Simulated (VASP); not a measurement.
# GaF (Pm-3m) in VASP: settings compared, part 2 of 3

VASP 6.6.1. Earlier steps stand in the parts before.

**3. Elastic constants, LDA**

Contents of POSCAR:

```
GaF
1.0
    3.1659200000      0.0000000000      0.0000000000
    0.0000000000      3.1659200000      0.0000000000
    0.0000000000      0.0000000000      3.1659200000
Ga F
1 1
Direct
    0.0000000000      0.0000000000      0.0000000000
    0.5000000000      0.5000000000      0.5000000000
```

Contents of INCAR.step1:

```
SYSTEM = GaF
PREC     = Accurate       ! precision mode
ENCUT    = 600            ! plane-wave cutoff, eV
EDIFF    = 1E-8           ! SCF threshold, eV
ISMEAR   = -1             ! smearing method
SIGMA    = 0.05           ! smearing width, eV
LREAL    = .FALSE.        ! projectors in reciprocal space
LASPH    = .TRUE.         ! aspherical terms in the spheres
NELM     = 80             ! most SCF steps
ALGO     = Normal         ! electronic algorithm
ISIF     = 3              ! what is computed and relaxed
LWAVE    = .FALSE.        ! write WAVECAR
LCHARG   = .FALSE.        ! write CHGCAR
IBRION   = 2              ! ionic algorithm
NSW      = 40             ! ionic steps
EDIFFG   = -0.002         ! ionic threshold
```

Contents of INCAR.step2:

```
SYSTEM = GaF
PREC     = Accurate       ! precision mode
ENCUT    = 600            ! plane-wave cutoff, eV
EDIFF    = 1E-8           ! SCF threshold, eV
ISMEAR   = -1             ! smearing method
SIGMA    = 0.05           ! smearing width, eV
LREAL    = .FALSE.        ! projectors in reciprocal space
LASPH    = .TRUE.         ! aspherical terms in the spheres
NELM     = 80             ! most SCF steps
ALGO     = Normal         ! electronic algorithm
ISIF     = 3              ! what is computed and relaxed
LWAVE    = .FALSE.        ! write WAVECAR
LCHARG   = .FALSE.        ! write CHGCAR
IBRION   = 6              ! ionic algorithm
NFREE    = 2            
POTIM    = 0.015          ! step
NSW      = 1              ! ionic steps
```

Contents of KPOINTS:

```
regular mesh
0
G
  6 6 6
  0 0 0
```

Potentials or basis: VASP PAW LDA potentials, release 64 (Ga_d, F).

Started as:

```console
> cat potpaw_LDA.64/Ga_d/POTCAR potpaw_LDA.64/F/POTCAR > POTCAR
> cp INCAR.step1 INCAR
> mpirun -np 1 vasp_std > vasp.out
> cp CONTCAR POSCAR
> cp INCAR.step2 INCAR
> mpirun -np 1 vasp_std > vasp.out
```

OUTCAR:

```text
SYSTEM = GaF
   PREC = Accurate
   ENCUT = 600
   EDIFF = 1E-8
   ISMEAR = -1
   LREAL = .FALSE.
   LASPH = .TRUE.
   NELM = 80
   ISIF = 3
   IBRION = 6
   NFREE = 2
   POTIM = 0.015
   NSW = 1

 ion  position               nearest neighbor table
   1  0.000  0.000  0.000-
   2  0.500  0.500  0.500-

  LATTYP: Found a simple cubic cell.
 ALAT       =     3.0261506111

  Lattice vectors:

 A1 = (   3.0261506111,   0.0000000000,   0.0000000000)
 A2 = (   0.0000000000,   3.0261506111,   0.0000000000)
 A3 = (   0.0000000000,   0.0000000000,   3.0261506111)

Analysis of symmetry for initial positions (statically):
=====================================================================
 Subroutine PRICEL returns:
 Original cell was already a primitive cell.

 Routine SETGRP: Setting up the symmetry group for a
 simple cubic supercell.

 Subroutine GETGRP returns: Found 48 space group operations
 (whereof 48 operations were pure point group operations)
 out of a pool of 48 trial point group operations.

The static configuration has the point symmetry O_h .

Analysis of symmetry for dynamics (positions and initial velocities):
=====================================================================
 Subroutine PRICEL returns:
 Original cell was already a primitive cell.

 Routine SETGRP: Setting up the symmetry group for a
 simple cubic supercell.

 Subroutine GETGRP returns: Found 48 space group operations
 (whereof 48 operations were pure point group operations)
 out of a pool of 48 trial point group operations.

The dynamic configuration has the point symmetry O_h .

 Subroutine INISYM returns: Found 48 space group operations
 (whereof 48 operations are pure point group operations),
 and found     1 'primitive' translations

----------------------------------------------------------------------------------------

                                     Primitive cell

  volume of cell :      27.7122

  direct lattice vectors                    reciprocal lattice vectors
     3.026150611  0.000000000  0.000000000     0.330452819  0.000000000  0.000000000
     0.000000000  3.026150611  0.000000000     0.000000000  0.330452819  0.000000000
     0.000000000  0.000000000  3.026150611     0.000000000  0.000000000  0.330452819

  length of vectors
     3.026150611  3.026150611  3.026150611     0.330452819  0.330452819  0.330452819

  position of ions in fractional coordinates (direct lattice)
     0.000000000  0.000000000  0.000000000
     0.500000000  0.500000000  0.500000000

  ion indices of the primitive-cell ions
   primitive index   ion index
                 1           1
                 2           2

----------------------------------------------------------------------------------------

[... 717 lines left out ...]
  ext. energy  EPLUGINS =         0.00000000
  ---------------------------------------------------
  free energy    TOTEN  =        -8.54363974 eV

  energy without entropy =       -8.54275559  energy(sigma->0) =       -8.54319767

 E-fermi :   3.5542     XC(G=0): -11.3244

 val. band max:        2.9393082856   @ k =   0.0000   0.5000   0.0000
 cond. band min:       3.5887005188   @ k =   0.5000   0.0000   0.0000
 fundamental gap:      0.6493922332
 Fermi energy:         3.5541865863

 k-point     1 :       0.0000    0.0000    0.0000
  band No.  band energies     occupation
      1     -19.1272      2.00000
      2     -10.9103      2.00000
      3     -10.9103      2.00000
      4     -10.6693      2.00000
      5     -10.6693      2.00000
      6     -10.6693      2.00000
      7      -2.9250      2.00000
      8      -0.5751      2.00000
      9      -0.5751      2.00000
     10      -0.5746      2.00000
     11      12.5987      0.00000
     12      12.6058      0.00000
     13      12.6058      0.00000
     14      13.3952      0.00000
[... 377 lines left out ...]
      1     -19.0122      2.00000
      2     -10.8846      2.00000
      3     -10.8432      2.00000
      4     -10.7039      2.00000
      5     -10.6887      2.00000
      6     -10.6831      2.00000
      7      -3.4269      2.00000
      8      -1.0184      2.00000
      9      -0.4172      2.00000
     10       0.7378      2.00000
     11       9.4650      0.00000
     12       9.5265      0.00000
     13      12.7274      0.00000
     14      15.6015      0.00000

 [... further k-points ...]

------------------------ aborting loop because EDIFF is reached ----------------------------------------

  FORCE on cell =-STRESS in cart. coord.  units (eV):
  Direction    XX          YY          ZZ          XY          YZ          ZX
  --------------------------------------------------------------------------------------
  -------------------------------------------------------------------------------------
  Total        0.0155781      0.0156280      0.0156280     -0.0000000      0.0000000      0.0000000
  in kB        0.9006434      0.9035297      0.9035297     -0.0000000      0.0000000      0.0000000
  external PRESSURE =       0.9025676 kB  Pullay stress =       0.0000000 kB
[... 17 lines left out ...]
  FREE ENERGIE OF THE ION-ELECTRON SYSTEM (eV)
  ---------------------------------------------------
  free  energy   TOTEN  =        -8.5436397372 eV

  energy  without entropy=       -8.5427555947  energy(sigma->0) =       -8.54319767

 INTERNAL STRAIN TENSORS FROM STRAINED CELLS
 ============================================

 INTERNAL STRAIN TENSOR FOR ION    1 for displacements in x,y,z  (eV/Angst):
          X           Y           Z          XY          YZ          ZX
  --------------------------------------------------------------------------------
  x     0.00000     0.00000     0.00000     0.00000     0.00000     0.00000
  y     0.00000     0.00000     0.00000     0.00000     0.00000     0.00000
  z     0.00000     0.00000     0.00000     0.00000     0.00000     0.00000

 INTERNAL STRAIN TENSORS FROM DISPLACED ATOMS
 ============================================

 INTERNAL STRAIN TENSOR FOR ION    1 for displacements in x,y,z  (eV/Angst):
          X           Y           Z          XY          YZ          ZX
  --------------------------------------------------------------------------------
  x     0.00000     0.00000     0.00000     0.00000     0.00000     0.00000
  y     0.00000     0.00000     0.00000     0.00000     0.00000     0.00000
  z     0.00000     0.00000     0.00000     0.00000     0.00000     0.00000

 INTERNAL STRAIN TENSOR FOR ION    2 for displacements in x,y,z  (eV/Angst):
          X           Y           Z          XY          YZ          ZX
  --------------------------------------------------------------------------------
  x     0.00000     0.00000     0.00000     0.00000     0.00000     0.00000
  y     0.00000     0.00000     0.00000     0.00000     0.00000     0.00000
  z     0.00000     0.00000     0.00000     0.00000     0.00000     0.00000

 Eigenvectors and eigenvalues of the dynamical matrix
 ----------------------------------------------------

   1 f  =    0.009595 THz     0.060287 2PiTHz    0.320052 cm-1     0.039681 meV
             X         Y         Z           dx          dy          dz
      0.000000  0.000000  0.000000    -0.084672    0.536961    0.701663
      1.513075  1.513075  1.513075    -0.043941    0.278658    0.364131
[... 21 lines left out ...]
   6 f/i=    4.011011 THz    25.201928 2PiTHz  133.792939 cm-1    16.588203 meV
             X         Y         Z           dx          dy          dz
      0.000000  0.000000  0.000000    -0.000000   -0.460622   -0.000000
      1.513075  1.513075  1.513075     0.000000    0.887596   -0.000000

--------------------------------------------------------------------------------------------------------

 ELASTIC MODULI CONTR FROM IONIC RELAXATION (kBar)
 Direction    XX          YY          ZZ          XY          YZ          ZX
 --------------------------------------------------------------------------------
 XX           0.0000      0.0000      0.0000      0.0000      0.0000      0.0000
 YY           0.0000      0.0000      0.0000      0.0000      0.0000      0.0000
 ZZ           0.0000      0.0000      0.0000      0.0000      0.0000      0.0000
 XY           0.0000      0.0000      0.0000      0.0000      0.0000      0.0000
 YZ           0.0000      0.0000      0.0000      0.0000      0.0000      0.0000
 ZX           0.0000      0.0000      0.0000      0.0000      0.0000      0.0000
 --------------------------------------------------------------------------------

 TOTAL ELASTIC MODULI (kBar)
 Direction    XX          YY          ZZ          XY          YZ          ZX
 --------------------------------------------------------------------------------
 XX         802.3118    637.3290    637.3290      0.0000      0.0000      0.0000
 YY         637.3290    802.3118    637.3290     -0.0000     -0.0000     -0.0000
 ZZ         637.3290    637.3290    802.3118      0.0000     -0.0000      0.0000
 XY           0.0000     -0.0000      0.0000      1.1088      0.0000      0.0000
 YZ           0.0000     -0.0000     -0.0000      0.0000      1.1088      0.0000
 ZX           0.0000     -0.0000      0.0000      0.0000      0.0000      1.1088
 --------------------------------------------------------------------------------
```

Run time: 72 s. Hardware: 1 thread of Intel Xeon 6975P-C (Granite Rapids), shared host; peak memory 0.19 GiB.

Results:

```yaml
Relaxed_volume: 13.86 Å³/atom
Relaxed_cell: a = 3.026 Å, b = 3.026 Å, c = 3.026 Å, α = 90.00°, β = 90.00°, γ = 90.00°
Space_group_after_relaxing_to_0.05_Å: Pm-3m (No. 221)
Elastic_constants_C11_C12_C44: 80, 64, 0 GPa
Voigt_bulk_modulus: 69 GPa
Highest_phonon_frequency_at_Γ_LO-TO_splitting_left_out: 0 cm⁻¹
Most_unstable_mode: 134i cm⁻¹
```

The path:
```csv
step,energy change (eV),largest force (eV/Å),pressure (GPa),volume (Å³)
1,0.0000,0.0000,-6.44,31.73
2,-0.0845,0.0000,-2.60,28.89
3,-0.0944,0.0000,-0.21,27.80
4,-0.0944,0.0000,0.01,27.71
```

Final structure:
```
Ga F
1.0
     3.02615    0.00000    0.00000
     0.00000    3.02615    0.00000
     0.00000    0.00000    3.02615
Ga F
1 1
Direct
  0.00000 0.00000 0.00000
  0.50000 0.50000 0.50000
```

Phonon frequencies in cm⁻¹ (negative: imaginary):
| q point | frequencies |
| --- | --- |
| (0.000, 0.000, 0.000) | -134 -134 -134 0 0 0 |

Elastic tensor in Voigt notation (GPa, in the Cartesian axes of the cell as first typed):
```
80 64 64  0  0  0
64 80 64  0  0  0
64 64 80  0  0  0
 0  0  0  0  0  0
 0  0  0  0  0  0
 0  0  0  0  0  0
```

Clamped-ion elastic tensor (GPa):
```
80 64 64  0  0  0
64 80 64  0  0  0
64 64 80  0  0  0
 0  0  0  0  0  0
 0  0  0  0  0  0
 0  0  0  0  0  0
```

Caveat: some modes are imaginary.

**4. Born charges and dielectric tensor, LDA**

Contents of INCAR:

```
SYSTEM = GaF
PREC = Accurate
ENCUT = 520
EDIFF = 1E-8
ISMEAR = -1
SIGMA = 0.05
LREAL = .False.
LASPH = .True.
NELM = 80
ALGO = Fast
ISIF = 2
LWAVE = .False.
LCHARG = .False.
LEPSILON = .True.
IBRION = 8
```

Contents of KPOINTS:

```
Automatic mesh
0
Gamma
  8 8 8
  0 0 0
```

POSCAR is that of step 3.

Potentials or basis: VASP PAW LDA potentials, release 64 (Ga_d, F).

Started as:

```console
> cat potpaw_LDA.64/Ga_d/POTCAR potpaw_LDA.64/F/POTCAR > POTCAR
> mpirun -np 1 vasp_std > vasp.out
```

OUTCAR:

```text
SYSTEM = GaF
   PREC = Accurate
   ENCUT = 520
   EDIFF = 1E-8
   ISMEAR = -1
   LREAL = .False.
   LASPH = .True.
   NELM = 80
   ISIF = 2
   LEPSILON = .True.
   IBRION = 8

 ion  position               nearest neighbor table
   1  0.000  0.000  0.000-
   2  0.500  0.500  0.500-

  LATTYP: Found a simple cubic cell.
 ALAT       =     3.1659200000

  Lattice vectors:

 A1 = (   3.1659200000,   0.0000000000,   0.0000000000)
 A2 = (   0.0000000000,   3.1659200000,   0.0000000000)
 A3 = (   0.0000000000,   0.0000000000,   3.1659200000)

Analysis of symmetry for initial positions (statically):
=====================================================================
 Subroutine PRICEL returns:
 Original cell was already a primitive cell.

[... 708 lines left out ...]
  y     0.00000     0.00000     0.00000     0.00000     0.00000     0.00000
  z     0.00000     0.00000     0.00000     0.00000     0.00000     0.00000

 SECOND DERIVATIVES (NOT SYMMETRIZED)
 ------------------------------------
               1X          1Y          1Z          2X          2Y          2Z
  1X     1.285007   -0.000000   -0.000000   -1.285007    0.000000    0.000000
  1Y    -0.000000    1.285007   -0.000000    0.000000   -1.285007    0.000000
  1Z     0.000000    0.000000    1.285007   -0.000000   -0.000000   -1.285007
  2X    -1.340059    0.000000    0.000000    1.340059   -0.000000   -0.000000
  2Y     0.000000   -1.340059    0.000000   -0.000000    1.340059   -0.000000
  2Z    -0.000000   -0.000000   -1.340059    0.000000    0.000000    1.340059

 Eigenvectors and eigenvalues of the dynamical matrix
 ----------------------------------------------------

   1 f  =    0.039639 THz     0.249057 2PiTHz    1.322205 cm-1     0.163933 meV
             X         Y         Z           dx          dy          dz
      0.000000  0.000000  0.000000    -0.000000   -0.890393   -0.000000
      1.582960  1.582960  1.582960    -0.000000   -0.455192    0.000000
[... 21 lines left out ...]
   6 f/i=    4.663167 THz    29.299542 2PiTHz  155.546504 cm-1    19.285300 meV
             X         Y         Z           dx          dy          dz
      0.000000  0.000000  0.000000    -0.000000   -0.455192   -0.000000
      1.582960  1.582960  1.582960    -0.000000    0.890393    0.000000

--------------------------------------------------------------------------------------------------------

 MACROSCOPIC STATIC DIELECTRIC TENSOR IONIC CONTRIBUTION
 ------------------------------------------------------
           0.000000     0.000000     0.000000
           0.000000     0.000000     0.000000
           0.000000     0.000000     0.000000
 ------------------------------------------------------

 ELASTIC MODULI CONTR FROM IONIC RELAXATION (kBar)
 Direction    XX          YY          ZZ          XY          YZ          ZX
 --------------------------------------------------------------------------------
 XX           0.0000      0.0000      0.0000      0.0000      0.0000      0.0000
 YY           0.0000      0.0000      0.0000      0.0000      0.0000      0.0000
 ZZ           0.0000      0.0000      0.0000      0.0000      0.0000      0.0000
 XY           0.0000      0.0000      0.0000      0.0000      0.0000      0.0000
 YZ           0.0000      0.0000      0.0000      0.0000      0.0000      0.0000
 ZX           0.0000      0.0000      0.0000      0.0000      0.0000      0.0000
 --------------------------------------------------------------------------------

 PIEZOELECTRIC TENSOR IONIC CONTR  for field in x, y, z        (C/m^2)
          XX          YY          ZZ          XY          YZ          ZX
  --------------------------------------------------------------------------------
  x     0.00000     0.00000     0.00000     0.00000     0.00000     0.00000
  y     0.00000     0.00000     0.00000     0.00000     0.00000     0.00000
  z     0.00000     0.00000     0.00000     0.00000     0.00000     0.00000
```

Wall time 83 s (1 thread of Intel Xeon 6975P-C (Granite Rapids), shared host); peak memory 0.21 GiB.

Results:

* Band gap on the k mesh: 0.32 eV, indirect (least direct gap 1.05 eV)
* Electronic dielectric tensor (diagonal): 8.83
* Born charges (mean of the diagonal): Ga +2.13; F -2.13 e
* Highest phonon frequency at Γ, LO-TO splitting left out: 1 cm⁻¹
* Most unstable mode: 156i cm⁻¹

Levels at points of the mesh, in eV from the valence-band top:
```tsv
k point	band 7	band 8	band 9	band 10	band 11	band 12	band 13	band 14
(0.00, 0.00, 0.00)	-6.05	-3.40	-3.40	-3.40	8.28	8.28	8.28	9.73
(0.50, 0.00, 0.00)	-6.83	-3.12	-3.12	-0.73	0.32	8.40	8.40	12.58
(0.50, 0.50, 0.00)	-4.85	-4.85	-3.02	-2.64	3.45	3.45	9.08	10.29
(0.50, 0.50, 0.50)	-3.97	-3.97	-3.97	0.00	2.32	2.32	2.32	11.86
```

Phonon frequencies in cm⁻¹ (negative: imaginary):
```
              q point           frequencies
(0.000, 0.000, 0.000)  -156 -156 -156 1 1 1
```

Electronic dielectric tensor:
```
8.83 0.00 0.00
0.00 8.83 0.00
0.00 0.00 8.83
```

Born effective charge tensors (e):
atom 1, Ga
```
2.13 0.00 0.00
0.00 2.13 0.00
0.00 0.00 2.13
```
atom 2, F
```
-2.13  0.00  0.00
 0.00 -2.13  0.00
 0.00  0.00 -2.13
```

Caveat: the gap is small at this level, which inflates the dielectric constant; some modes are imaginary. A k mesh can miss the band edges.

(Continued in part 3 of 3.)
